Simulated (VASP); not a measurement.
A run of VASP 6.6.1:

Contents of INCAR:

```
SYSTEM = PtS2
ALGO     = Normal         ! electronic algorithm
DIPOL    = 0.5 0.5 0.500
EDIFF    = 1E-6           ! SCF threshold, eV
ENCUT    = 520            ! plane-wave cutoff, eV
GGA      = PE             ! functional
GGA_COMPAT= .FALSE.      
IDIPOL   = 3            
ISIF     = 2              ! what is computed and relaxed
ISMEAR   = 0              ! smearing method
IVDW     = 12             ! dispersion correction
KPAR     = 4            
LASPH    = .TRUE.         ! aspherical terms in the spheres
LCHARG   = .FALSE.        ! write CHGCAR
LDIPOL   = .TRUE.       
LMAXMIX  = 4              ! l up to which the mixer works
LORBIT   = 11             ! projections on sites
LREAL    = .FALSE.        ! projectors in reciprocal space
LSORBIT  = .TRUE.         ! spin-orbit coupling
LVACPOTAV= .TRUE.       
LVHAR    = .TRUE.       
LWAVE    = .FALSE.        ! write WAVECAR
MAGMOM   = 0 0 0 0 0 0 0 0 0 0 0 0 0 0 0 0 0 0 0 0 0 0 0 0 0 0 0 0 0 0 0 0 0 0 0 0 ! initial moments
NBANDS   = 112            ! bands
NELM     = 80             ! most SCF steps
PREC     = Accurate       ! precision mode
SIGMA    = 0.03           ! smearing width, eV
```

The input KPOINTS:

```
k-points
0
G
  12 12 1
  0 0 0
```

POSCAR

```
PtS2                                    
1.0
    3.5662252738      0.0000000000      0.0000000000
   -1.7831126368      3.0884416820      0.0000000000
    0.0000000000      0.0000000000     35.4040152000
  S               Pt            
     8     4
Direct
     0.6666666699999979    0.3333333300000021    0.2645892486269328
     0.3333333300000021    0.6666666699999979    0.3334706261641346
     0.6666666699999979    0.3333333300000021    0.3989152587794600
     0.3333333300000021    0.6666666699999979    0.4674652508692050
     0.6666666699999979    0.3333333300000021    0.5325347491307949
     0.3333333300000021    0.6666666699999979    0.6010847412205400
     0.6666666699999979    0.3333333300000021    0.6665293738358725
     0.3333333300000021    0.6666666699999979    0.7354107513730672
     0.0000000000000000    1.0000000000000000    0.2994731552813705
     0.0000000000000000    1.0000000000000000    0.4332006328690290
     0.0000000000000000    0.0000000000000000    0.5667993671309708
     0.0000000000000000    0.0000000000000000    0.7005268447186221
```

File KPOINTS_OPT:

```
explicit points
67
Reciprocal
 0.0000000000  0.0000000000  0.0000000000 1
 0.0357142900  0.0000000000  0.0000000000 1
 0.0714285700  0.0000000000  0.0000000000 1
 0.1071428600  0.0000000000  0.0000000000 1
 0.1428571400  0.0000000000  0.0000000000 1
 0.1785714300  0.0000000000  0.0000000000 1
 0.2142857100  0.0000000000  0.0000000000 1
 0.2500000000  0.0000000000  0.0000000000 1
 0.2857142900  0.0000000000  0.0000000000 1
 0.3214285700  0.0000000000  0.0000000000 1
 0.3571428600  0.0000000000  0.0000000000 1
 0.3928571400  0.0000000000  0.0000000000 1
 0.4285714300  0.0000000000  0.0000000000 1
 0.4642857100  0.0000000000  0.0000000000 1
 0.5000000000  0.0000000000  0.0000000000 1
 0.4791666700  0.0416666700  0.0000000000 1
 0.4583333300  0.0833333300  0.0000000000 1
 0.4375000000  0.1250000000  0.0000000000 1
 0.4166666700  0.1666666700  0.0000000000 1
 0.3958333300  0.2083333300  0.0000000000 1
 0.3750000000  0.2500000000  0.0000000000 1
 0.3541666700  0.2916666700  0.0000000000 1
 0.3333333300  0.3333333300  0.0000000000 1
 0.3137254900  0.3137254900  0.0000000000 1
 0.2941176500  0.2941176500  0.0000000000 1
 0.2745098000  0.2745098000  0.0000000000 1
 0.2549019600  0.2549019600  0.0000000000 1
 0.2352941200  0.2352941200  0.0000000000 1
 0.2156862700  0.2156862700  0.0000000000 1
 0.1960784300  0.1960784300  0.0000000000 1
 0.1764705900  0.1764705900  0.0000000000 1
 0.1568627500  0.1568627500  0.0000000000 1
 0.1372549000  0.1372549000  0.0000000000 1
 0.1176470600  0.1176470600  0.0000000000 1
 0.0980392200  0.0980392200  0.0000000000 1
 0.0784313700  0.0784313700  0.0000000000 1
 0.0588235300  0.0588235300  0.0000000000 1
 0.0392156900  0.0392156900  0.0000000000 1
 0.0196078400  0.0196078400  0.0000000000 1
 0.0000000000  0.0000000000  0.0000000000 1
 0.0000000000  0.0000000000  0.0000000000 1
 0.0067670100 -0.0033835100  0.0000000000 1
-0.0067670100  0.0033835100  0.0000000000 1
 0.0197371200 -0.0098685600  0.0000000000 1
-0.0197371200  0.0098685600  0.0000000000 1
-0.0000000000  0.0058604100  0.0000000000 1
 0.0000000000 -0.0058604100  0.0000000000 1
-0.0000000000  0.0170928500  0.0000000000 1
 0.0000000000 -0.0170928500  0.0000000000 1
 0.5000000000  0.0000000000  0.0000000000 1
 0.5067670100 -0.0033835100  0.0000000000 1
 0.4932329900  0.0033835100  0.0000000000 1
 0.5197371200 -0.0098685600  0.0000000000 1
 0.4802628800  0.0098685600  0.0000000000 1
 0.5000000000  0.0058604100  0.0000000000 1
 0.5000000000 -0.0058604100  0.0000000000 1
 0.5000000000  0.0170928500  0.0000000000 1
 0.5000000000 -0.0170928500  0.0000000000 1
 0.3333333300  0.3333333300  0.0000000000 1
 0.3401003400  0.3299498200  0.0000000000 1
 0.3265663200  0.3367168400  0.0000000000 1
 0.3530704500  0.3234647700  0.0000000000 1
 0.3135962100  0.3432018900  0.0000000000 1
 0.3333333300  0.3391937400  0.0000000000 1
 0.3333333300  0.3274729200  0.0000000000 1
 0.3333333300  0.3504261800  0.0000000000 1
 0.3333333300  0.3162404800  0.0000000000 1
```

Potentials or basis: VASP PAW PBE potentials, release 64 (S, Pt).

Run with:

```sh
$ cat potpaw_PBE.64/S/POTCAR potpaw_PBE.64/Pt/POTCAR > POTCAR
$ mpirun -np 4 vasp_ncl > vasp.out
```

Hardware: 4 MPI ranks on Intel(R) Xeon(R) 6975P-C (Granite Rapids), on a shared host.

Question: Estimate the wall time of this run.

Answer: It took 28 min on 4 MPI ranks on Intel(R) Xeon(R) 6975P-C (Granite Rapids) (shared host), peak memory 2.5 GiB a rank. Counts: scf iterations 63, k points 19.
